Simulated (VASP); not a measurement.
Input:

```xyz
2
Lattice="0.0000 2.3946 2.3946 2.3946 0.0000 2.3946 2.3946 2.3946 0.0000" Properties=species:S:1:pos:R:3 pbc="T T T"
Cd     0.0000     0.0000     0.0000
O      2.3946     2.3946     2.3946
```

These are PBE GGA with D4 dispersion, VASP's PBE PAW potentials (set 64) (plane waves; VASP 6.6.1) values and carry that method's errors. Numerical set-up: 520 eV cut-off, 13×13×13 Γ-centred mesh, first-order Methfessel-Paxton smearing of 0.10 eV, potentials Cd O.

Question: The job: CdO (rock salt), 2 atoms, PBE-D4, static run, 520 eV, 13×13×13 Γ-centred mesh. Roughly how much core time does it take on a busy server core?

Answer: About 60 core-seconds (one run on a shared machine, a rough figure). It had 84 irreducible k-points, 13 bands, up to 751 plane waves and 13 electronic steps.

The compound is CdO in the rock salt structure. This cell is one point of a volume scan, at 1.03 of the reference volume.
